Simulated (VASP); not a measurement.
Calculation: RPBE GGA, VASP's PBE PAW potentials (set 64) (plane waves; VASP 6.6.1).

A VASP calculation is set up with these files.

### KPOINTS
```
Automatic
0
Gamma
 5 5 5
0.5 0.5 0.5
```

**INCAR**
```
! general
SYSTEM  = LiNbO3
PREC    = Accurate
ENCUT   = 400   ! plane-wave cut-off (eV)
LREAL   = F   ! projection in real space or not
LASPH   = T   ! aspherical one-centre terms

! electronic loop
EDIFF   = 1E-6
NELM    = 100   ! most electronic steps
ALGO    = Normal   ! blocked Davidson
LMAXMIX = 4   ! l cut-off of mixed one-centre charges

! smearing
ISMEAR  = 1   ! Methfessel-Paxton
SIGMA   = 0.05   ! width (eV)

! functional
GGA     = RP

! ions
ISIF    = 2   ! forces and stress, cell fixed

! output
LWAVE   = F
LCHARG  = F
```

File POSCAR:
```
LiNbO3
1
    2.6307780000     1.5188800000     4.6317750000
   -2.6307780000     1.5188800000     4.6317750000
    0.0000000000    -3.0377610000     4.6317750000
Li Nb O
2 2 6
Direct
  0.2875000000   0.2875000000   0.2875000000
  0.7875000000   0.7875000000   0.7875000000
  0.0128000000   0.0128000000   0.0128000000
  0.5128000000   0.5128000000   0.5128000000
  0.7464300000   0.1409300000   0.3626300000
  0.3626300000   0.7464300000   0.1409300000
  0.1409300000   0.3626300000   0.7464300000
  0.8626300000   0.6409300000   0.2464300000
  0.2464300000   0.8626300000   0.6409300000
  0.6409300000   0.2464300000   0.8626300000
```

POTCAR, in this order: Li_sv Nb_sv O (PBE.64 set). Program: vasp_std.

Output of the run:

**OSZICAR**
```
       N       E                     dE             d eps       ncg     rms          rms(c)
DAV:   1     0.632185775908E+03    0.63219E+03   -0.32661E+04  1520   0.148E+03
DAV:   2    -0.397839635506E+02   -0.67197E+03   -0.65973E+03  2088   0.520E+02
DAV:   3    -0.895641289401E+02   -0.49780E+02   -0.49585E+02  2256   0.130E+02
DAV:   4    -0.938653174102E+02   -0.43012E+01   -0.42977E+01  2696   0.354E+01
DAV:   5    -0.941447413882E+02   -0.27942E+00   -0.27940E+00  2288   0.581E+00    0.272E+01
DAV:   6    -0.764850962718E+02    0.17660E+02   -0.96300E+01  2088   0.569E+01    0.966E+00
DAV:   7    -0.764623723804E+02    0.22724E-01   -0.74810E+00  2472   0.151E+01    0.519E+00
DAV:   8    -0.765267515758E+02   -0.64379E-01   -0.62557E-01  2224   0.497E+00    0.178E+00
DAV:   9    -0.765491108824E+02   -0.22359E-01   -0.13297E-01  2144   0.240E+00    0.725E-01
DAV:  10    -0.765556818537E+02   -0.65710E-02   -0.38825E-02  2040   0.127E+00    0.198E-01
DAV:  11    -0.765561889603E+02   -0.50711E-03   -0.52363E-03  2304   0.495E-01    0.619E-02
DAV:  12    -0.765562734373E+02   -0.84477E-04   -0.68724E-04  1872   0.190E-01    0.238E-02
DAV:  13    -0.765562834946E+02   -0.10057E-04   -0.22324E-04  2408   0.876E-02    0.256E-02
DAV:  14    -0.765562808504E+02    0.26443E-05   -0.17922E-05  2192   0.289E-02    0.118E-02
DAV:  15    -0.765562805700E+02    0.28040E-06   -0.10380E-05  2080   0.199E-02    0.173E-03
DAV:  16    -0.765562805382E+02    0.31745E-07   -0.61746E-07   856   0.554E-03
   1 F= -.76556281E+02 E0= -.76556744E+02  d E =0.139024E-02
```

**OUTCAR**
```
------------------------ aborting loop because EDIFF is reached ----------------------------------------
  FORCE on cell =-STRESS in cart. coord.  units (eV):
  Direction    XX          YY          ZZ          XY          YZ          ZX
  --------------------------------------------------------------------------------------
  Total       -2.0774567     -2.0774566     -1.6828118      0.0000000      0.0000001      0.0000000
  in kB      -29.9734061    -29.9734040    -24.2794958      0.0000000      0.0000017      0.0000000
  external PRESSURE =     -28.0754353 kB  Pullay stress =       0.0000000 kB
  volume of cell :      111.05
      direct lattice vectors                 reciprocal lattice vectors
     2.630778000  1.518880000  4.631775000     0.190057846  0.109729952  0.071966659
    -2.630778000  1.518880000  4.631775000    -0.190057846  0.109729952  0.071966659
     0.000000000 -3.037761000  4.631775000     0.000000000 -0.219459905  0.071966635
 POSITION                                       TOTAL-FORCE (eV/Angst)
 -----------------------------------------------------------------------------------
      0.00000     -0.00000      3.99491        -0.000000     -0.000000      0.076093
      0.00000     -0.00000     10.94257        -0.000000     -0.000000      0.076093
      0.00000     -0.00000      0.17786        -0.000000     -0.000000      0.514822
      0.00000     -0.00000      7.12552        -0.000000     -0.000000      0.514822
      1.59294      0.24621      5.78967         0.057291     -0.243753     -0.196972
     -1.00969      1.25642      5.78967         0.182450      0.171492     -0.196972
     -0.58324     -1.50263      5.78967        -0.239741      0.072261     -0.196972
      0.58324      1.53513      8.10556         0.239741      0.072261     -0.196972
     -1.62109     -0.26246      8.10556        -0.182450      0.171492     -0.196972
      1.03784     -1.27267      8.10556        -0.057291     -0.243753     -0.196972
 -----------------------------------------------------------------------------------
    total drift:                                0.000000      0.000008     -0.001309
  FREE ENERGIE OF THE ION-ELECTRON SYSTEM (eV)
  ---------------------------------------------------
  free  energy   TOTEN  =       -76.5562805382 eV

  energy  without entropy=      -76.5576707738  energy(sigma->0) =      -76.55674395
```
(Selected blocks of OUTCAR.)

At this cut-off the stress carries a Pulay error, which pulls relaxed volumes low.

The structure was generated: LiNbO3 was put into an ordered model structure, which need not be its known phase. The cell was not relaxed at this level. The run is one of a series of settings (GGA = RP against the base run), some of them coarse on purpose.
